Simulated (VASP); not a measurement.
A VASP calculation is set up with these files.

File KPOINTS:
```
Automatic mesh
0
Gamma
14 14 8
0 0 0
```

**POSCAR**
```
Re
2.8086820
  0.4836478462  -0.8752624897   0.0000000000
  0.4836478462   0.8752624897   0.0000000000
  0.0000000000   0.0000000000   1.5455145866
Re
2
Cart
  0.4836478462   0.2917547467   0.3863786466
  0.5021734933  -0.2917547467   1.1591359399
```

**INCAR**
```
ISIF=2   # forces and stress, cell fixed
ENCUT=400
SIGMA=0.1   # width (eV)
LREAL=.FALSE.   # projection in real space or not
ALGO=Normal
ISMEAR=1   # Methfessel-Paxton
LASPH=.TRUE.   # aspherical one-centre terms
SYSTEM=Re
GGA=PE   # PBE
LWAVE=.FALSE.
NELM=100
PREC=Accurate
LCHARG=.FALSE.
EDIFF=1E-6   # SCF stop (eV)
LMAXMIX=6   # l cut-off of mixed one-centre charges
```

POTCAR, in this order: Re (PBE.64 set). Program: vasp_std.

### Question
Write an equivalent input for Quantum ESPRESSO's pw.x.

### Answer
One equivalent input (not run):
```
&CONTROL
  calculation = 'scf'
  pseudo_dir = './pseudo'
  outdir = './out'
  tprnfor = .true.
  tstress = .true.
/
&SYSTEM
  ibrav = 0
  nat = 2
  ntyp = 1
  ecutwfc = 72
  occupations = 'smearing'
  smearing = 'methfessel-paxton'
  degauss = 0.00735
  input_dft = 'pbe'
/
&ELECTRONS
  conv_thr = 7.3e-08
  electron_maxstep = 100
/
ATOMIC_SPECIES
  Re 186.207 Re.upf
CELL_PARAMETERS angstrom
     1.3584130   -2.4583340    0.0000000
     1.3584130    2.4583340    0.0000000
     0.0000000    0.0000000    4.3408590
ATOMIC_POSITIONS crystal
  Re   0.3333330  0.6666670  0.2500000
  Re   0.6858190  0.3524850  0.7500000
K_POINTS automatic
  14 14 8 0 0 0
```
Limits of the translation: the potentials are each code's own (VASP's PAW set, PseudoDojo norm-conserving files in pw.x), so ENCUT and ecutwfc are chosen apart and not converted; conv_thr bounds pw.x's estimated SCF error, while EDIFF bounds the energy change between steps.

The compound is Re in the hcp structure. The cell was not relaxed at this level, atoms are displaced from their ideal sites.
